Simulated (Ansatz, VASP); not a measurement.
# Cross-check of HfO2 between VASP and Ansatz

Wanted: the spread between two codes on one cell, functional and k mesh. The cell is taken from a series of runs on this material, whose earlier steps may have relaxed, scaled, displaced or heated it; both programs get it as it stands.

Calculated with Ansatz 0.2.0; plane waves, with VASP 6.6.1 beside it; zone-centre phonons at PBE.

## Step 1: Set-up

The structure is tetragonal, space group P4_2/nmc (No. 137). The conventional cell has a = 3.621 Å, b = 3.621 Å, c = 5.322 Å, α = 90.00°, β = 90.00°, γ = 90.00°. Nearest to O lie 4 Hf at 2.07 to 2.45 Å. Nearest to Hf lie 8 O at 2.07 to 2.45 Å. Farther neighbours and most contacts between anions are not listed.

## Step 2: Ansatz: zone-centre phonons, PBE

Ansatz runs on its PAW soft_1 files.

Second derivatives magnify differences that forces hide, and they need a tight electronic threshold.

The input, input.yaml:

```yaml
crystal:
  lattice:
    - [3.6212165905, 0.0, 0.0]
    - [0.0, 3.6212165905, 0.0]
    - [0.0, 0.0, 5.3218373632]
  atoms:
    - { symbol: O, position: [0.0, 0.5, 0.6887743187] }
    - { symbol: O, position: [0.5, 0.0, 0.8112256813] }
    - { symbol: O, position: [0.5, 0.0, 0.3112256813] }
    - { symbol: O, position: [0.0, 0.5, 0.1887743187] }
    - { symbol: Hf, position: [0.5, 0.5, 0.5] }
    - { symbol: Hf, position: [0.0, 0.0, 0.0] }
kpoints:
  mp_grid: { grid: [8, 8, 4] }
hamiltonian:
  xc: pbe
  pseudopotentials: { kind: paw, azcp: { folder: soft_1 } }
scf:
  occupations: { method: fixed }
output:
  eigenvalues: true
phonons:
  method: dfpt
  dielectric: true
  rigid_motions: translations
```

Run with:

```sh
> ansatz run input.yaml --threads 8 --pin off --max-ram 16384MiB --backend cpu --events-out ev --progress --plain --runs-dir out
```

Numbers of over 12 decimals in the logs are rounded to 6 here.

The program printed:

```text
Engine: ansatz 0.2.0, aarch64-unknown-linux-gnu
Pseudopotentials: kind: paw
Pseudopotential: O, paw, valence charge 6, recommended cutoff 420 eV (normal), soft_1/O.paw.azcp
Pseudopotential: Hf, paw, valence charge 26, recommended cutoff 420 eV (normal), soft_1/Hf.paw.azcp
Functional definition: PBE
  parameter kappa = 0.804
  parameter beta = 0.066725
  exchange = pbe_x(kappa = kappa, mu = beta*pi^2/3)
  correlation = pbe_c(beta = beta)
Crystal: 6 atoms, lattice volume = 69.786 Å³
Basis set: ecut = 420 eV, 1369 PW (Γ), exchange–correlation on 60×60×72 points (8 copies of the dense FFT grid, shifted against one another)
Bands: 46, of which v1, the nominal top of the filled ones, is band 38 counted from 1 (37 counted from 0)
Symmetry: 16 space group operations
k-points: 132 of 256 (irreducible under 1 space group operation, time reversal used)
Non-local potential: O, projectors of the file, l = 0: 2, l = 1: 2, l = 2: 1
Non-local potential: Hf, projectors of the file, l = 0: 3, l = 1: 2, l = 2: 2, l = 3: 3
PAW form: soft (Blöchl's): semilocal exchange-correlation on the pseudo side does not see the compensation charge
PAW one-centre angular grid: O, 110 points (default); XC on 64 Gauss nodes
PAW one-centre angular grid: Hf, 590 points (default); XC on 64 Gauss nodes
Initial density: superposition of atomic densities (chi_scale 0.1, normalization cell, long waves kept (reshape's long-wave potential 0.00 eV rms))
Initial wavefunctions: pseudopotential atomic-orbital guess
Functional: x = pbe(κ = 0.804, μ = 0.219515), c = pbe(β = 0.066725)
SCF iter   1: F=—  HF=-33725.867549 eV  |F-HF|=—  |Δ(HF+E_count)|=         —  Δρ=8.65e-2  dr2=3.95e0  ethr=3.10e-3  ⟨swp⟩=4.0  Hψ=16686  notcnv=0  defer=490
preconditioner: auto → Resta (q_TF=auto, 2.767 Å⁻¹)  ε∞=4.9  [insulator: Δε(μ)=3.708 eV  Ē_g=19.128 eV  n_scr=28 (ndim 8)  ℏωp=37.7 eV  f_vac=0.004  ε∞_Penn≈4.9]
SCF iter   2: F=—  HF=-33724.994672 eV  |F-HF|=—  |Δ(HF+E_count)|=   8.73e-1  Δρ=4.18e-2  dr2=1.02e0  ethr=3.10e-3  ⟨swp⟩=2.0  Hψ=12380  notcnv=0  defer=528
SCF iter   3: F=—  HF=-33724.784231 eV  |F-HF|=—  |Δ(HF+E_count)|=   2.10e-1  Δρ=2.17e-2  dr2=2.71e-1  ethr=1.34e-3  ⟨swp⟩=2.0  Hψ=9828  notcnv=0  defer=779
SCF iter   4: F=—  HF=-33724.700083 eV  |F-HF|=—  |Δ(HF+E_count)|=   8.41e-2  Δρ=7.32e-3  dr2=2.69e-2  ethr=3.57e-4  ⟨swp⟩=2.0  Hψ=10924  notcnv=0  defer=750
SCF iter   5: F=—  HF=-33724.719048 eV  |F-HF|=—  |Δ(HF+E_count)|=   1.90e-2  Δρ=3.24e-3  dr2=7.11e-3  ethr=3.54e-5  ⟨swp⟩=2.0  Hψ=9386  notcnv=0  defer=788
SCF iter   6: F=—  HF=-33724.717818 eV  |F-HF|=—  |Δ(HF+E_count)|=   1.23e-3  Δρ=7.26e-4  dr2=4.12e-4  ethr=9.35e-6  ⟨swp⟩=2.0  Hψ=10699  notcnv=0  defer=790
SCF iter   7: F=—  HF=-33724.718736 eV  |F-HF|=—  |Δ(HF+E_count)|=   9.18e-4  Δρ=4.54e-4  dr2=1.29e-4  ethr=5.42e-7  ⟨swp⟩=2.0  Hψ=10840  notcnv=0  defer=747
SCF iter   8: F=—  HF=-33724.718836 eV  |F-HF|=—  |Δ(HF+E_count)|=   1.00e-4  Δρ=7.45e-5  dr2=2.97e-6  ethr=1.70e-7  ⟨swp⟩=2.1  Hψ=9670  notcnv=0  defer=521
SCF iter   9: F=—  HF=-33724.718847 eV  |F-HF|=—  |Δ(HF+E_count)|=   1.14e-5  Δρ=1.31e-5  dr2=6.68e-8  ethr=3.90e-9  ⟨swp⟩=2.0  Hψ=10833  notcnv=0  defer=473
SCF iter  10: F=—  HF=-33724.718848 eV  |F-HF|=—  |Δ(HF+E_count)|=   1.65e-7  Δρ=2.17e-6  dr2=1.84e-9  ethr=8.79e-11  ⟨swp⟩=2.0  Hψ=10588  notcnv=0  defer=473
SCF iter  11: F=—  HF=-33724.718848 eV  |F-HF|=—  |Δ(HF+E_count)|=   4.39e-9  Δρ=4.27e-7  dr2=1.02e-10  ethr=2.43e-12  ⟨swp⟩=2.1  Hψ=9923  notcnv=0  defer=473
SCF iter  12: F=-33724.718848 eV  HF=-33724.718848 eV  |F-HF|=5.09e-11  |Δ(HF+E_count)|=  8.73e-11  Δρ=1.83e-7  dr2=1.80e-11  ethr=1.00e-12  ⟨swp⟩=13.2  Hψ=40060  notcnv=0
SCF 1 converged in 12 iterations: F = -33724.718848 eV  dr2 = 1.80e-11
  greatest PAW one-centre occupation: 0.999 electrons in one spin orbital (limit 2), on the Hf atom at site 5 (counted from 0), in its partial waves of l = 0
DFPT response loops at Γ: preconditioner auto → Resta (q_TF=auto, 2.767 Å⁻¹)  ε∞=3.6 (no band partly filled); β = 1.00, the filter's whole step (`scf.mixing.beta` (0.50) is not read by the response loops at its default; to damp them type it under 1.00, their step now; it binds the ground state too); Broyden in place of MSR1
── the response to a field inside a basis, on 8×8×4 k-points: an SCF that follows is theirs, and a resumed run solves both again ──
Bands: 39, of which v1, the nominal top of the filled ones, is band 38 counted from 1 (37 counted from 0)
k-points: 20 of 256
Initial density: handed on by an earlier stage of this run
Initial wavefunctions: pseudopotential atomic-orbital guess (no wavefunctions were taken with the density)
Eigensolver: Dense (20 Hₖ)
SCF iter   1: F=—  HF=-33724.631439 eV  |F-HF|=—  |Δ(HF+E_count)|=         —  Δρ=4.39e-4  dr2=2.32e-5  ethr=1.00e-1
preconditioner: auto → Resta (q_TF=auto, 2.767 Å⁻¹)  ε∞=6.1  [insulator: Δε(μ)=4.903 eV  Ē_g=16.692 eV  n_scr=28 (ndim 8)  ℏωp=37.7 eV  f_vac=0.064  ε∞_Penn≈6.1]
SCF iter   2: F=—  HF=-33724.631454 eV  |F-HF|=—  |Δ(HF+E_count)|=   1.51e-5  Δρ=2.34e-4  dr2=1.12e-5  ethr=3.05e-8
SCF iter   3: F=—  HF=-33724.631461 eV  |F-HF|=—  |Δ(HF+E_count)|=   6.56e-6  Δρ=1.35e-4  dr2=2.82e-6  ethr=1.48e-8
SCF iter   4: F=—  HF=-33724.631465 eV  |F-HF|=—  |Δ(HF+E_count)|=   3.55e-6  Δρ=5.63e-5  dr2=5.12e-7  ethr=3.70e-9
SCF iter   5: F=-33724.631465 eV  HF=-33724.631465 eV  |F-HF|=2.50e-8  |Δ(HF+E_count)|=   7.27e-7  Δρ=1.28e-5  dr2=4.56e-8  ethr=6.73e-10
SCF 1 converged in 5 iterations: F = -33724.631465 eV  dr2 = 4.56e-8
DFPT response loops at Γ: preconditioner auto → none (the input reference at scf.mixing.eps_inf says where Resta's filter doesn't serve); β = 0.50; Broyden in place of MSR1
SCF converged after 12 iterations
Free energy (F): -33724.718848 eV
Harris-Foulkes:  -33724.718848 eV  (|F-HF|=5.09e-11)
Internal energy: -33724.718848 eV  (E = F + TS)
E sigma→0 (E₀):  -33724.718848 eV
Fermi energy:    12.800750 eV
--- Per-component energies (eV) ---
  E_band       = -89.961234
  E_kinetic    = 1481.141694
  E_local      = -14462.312657  (includes V_loc(G=0)·N_el)
  E_nonlocal   = 336.347464
  E_hartree    = 6862.326768
  E_xc         = -818.221715
  E_vxc        = -873.557179  (∫ρ·V_xc dr)
  E_paw        = -16048.987348  (= ΣΔE_a)
  E_vpaw       = -296.237122  (= ΣTr[D̂ρ^β])
  E_aug_tail   = 0.003109  (compensation charges beyond the density's cutoff)
  E_ewald      = -11075.016162
  E_smearing   = -0.000000  (= −TS)
  E_closure    = -0.000000  (closes the sum)
  Σ components = -33724.718848   (vs F -33724.718848, Δ=0.00e0)
--- Band table (eV; the first three rows and the last of 132) ---
  k-point 0: bands = [... 34 lower, 11.8915, 12.6243, 12.7418, 12.7418, 17.4754, 17.4888, 18.5562, 18.7305, ... 4 higher]
  k-point 1: bands = [... 34 lower, 11.7813, 11.7854, 12.7711, 12.7711, 17.6455, 17.7751, 18.5177, 18.6803, ... 4 higher]
  k-point 2: bands = [... 34 lower, 12.0280, 12.0280, 12.8008, 12.8008, 18.0543, 18.0543, 18.4020, 18.4020, ... 4 higher]
  k-point 131: bands = [... 34 lower, 11.2895, 11.2895, 12.6770, 12.6770, 18.5465, 18.5465, 19.0857, 19.0857, ... 4 higher]
--- Phonons (Γ-DFPT): 5 representative perturbations + reference, on 132 of 256 k-points (Σ response iterations 20) ---
  k mesh reduced under 1 symmetry operation, with k and −k counted as one. Each operation leaves every solved perturbation unchanged. A smaller set is not considered because the run solves the response to a homogeneous field
  ASR residual: 1.468e-4 → 0.000e0 eV/Å²; symmetrization residual: 1.463e-5 eV/Å²
  ASR residual per site (eV/Å²): 1.47e-4 1.47e-4 1.47e-4 1.47e-4 3.08e-5 3.08e-5
  Γ frequencies (cm⁻¹): -40.18 -40.18 0.00 0.00 0.00 87.22 87.22 196.61 298.53 316.84 400.90 400.90 443.49 443.49 561.28 609.31 636.13 636.13
  ε∞ (high-frequency dielectric tensor):
        5.247013     0.000000     0.000000
        0.000000     5.247013     0.000000
        0.000000     0.000000     4.643131
  softest optical mode at Γ: -40.18 cm⁻¹; the repairs (sum rule, projections) moved no ω² at Γ by more than (2.64 cm⁻¹)²
  Born effective charges Z* (e; rows j = field, columns β = displacement):
    site 0:
        -3.57642   -0.00000    0.00000
         0.00000   -1.97911   -0.00000
         0.00000    0.00000   -2.32940
    site 1:
        -3.57642   -0.00000   -0.00000
         0.00000   -1.97911    0.00000
        -0.00000   -0.00000   -2.32940
    site 2:
        -1.97911    0.00000    0.00000
        -0.00000   -3.57642    0.00000
        -0.00000    0.00000   -2.32940
    site 3:
        -1.97911    0.00000   -0.00000
        -0.00000   -3.57642   -0.00000
         0.00000   -0.00000   -2.32940
    site 4:
         5.55553    0.00000   -0.00000
         0.00000    5.55553    0.00000
         0.00000   -0.00000    4.65879
    site 5:
         5.55553    0.00000    0.00000
         0.00000    5.55553   -0.00000
        -0.00000    0.00000    4.65879
  Z* charge neutrality: 2.655e-3 e pre-enforcement
  solved inside a basis spanned on kpoints, on 8×8×4 k-points, its susceptibility summed on 10×10×6: ε∞ is read to err by 1.5e-2, Z* by 2.8e-2 e (field_mesh: kpoints solves on kpoints); Z* is corrected for what the basis lacks
  optical modes at Γ without the LO–TO term, one row a degenerate level:
      ω (cm⁻¹)  modes    IR ((D/Å)²/amu)
        -40.18      2            33.5217
         87.22      2             0.0000
        196.61      1             0.0000
[...]
optical modes at Γ + LO–TO along q̂ = [1.0000, 0.0000, 0.0000]:
      ω (cm⁻¹)  modes    IR ((D/Å)²/amu)
[...]
optical modes at Γ + LO–TO along q̂ = [0.0000, 1.0000, 0.0000]:
      ω (cm⁻¹)  modes    IR ((D/Å)²/amu)
[...]
optical modes at Γ + LO–TO along q̂ = [0.0000, 0.0000, 1.0000]:
      ω (cm⁻¹)  modes    IR ((D/Å)²/amu)
[...]
196.61      1             0.0000
        316.84      1             0.0000
        400.90      2             0.0000
        443.49      2            78.8064
        561.28      1             0.0000
        576.25      1            36.9089
        609.31      1             0.0000
        636.13      2             0.0000
```

Reading the cycles: dr2 is the Hartree energy of the density residual (eV), the measure of convergence; HF is the Harris–Foulkes estimate of the energy, which meets the free energy F at convergence.

[end of part 1 of 3]

[Lines on the potential files, build, host, timing and source positions are cut from VASP's logs without a mark.]

[Logs are printed without paths, hosts, clocks, repeated set-up lines and the standing remarks that a program may print on its own settings, such as how far it seeks lower states.]

[Hosts, paths, dates, database ids (printed as entryN), source tags and the programs' standing remarks are cut or masked in the printed files.]
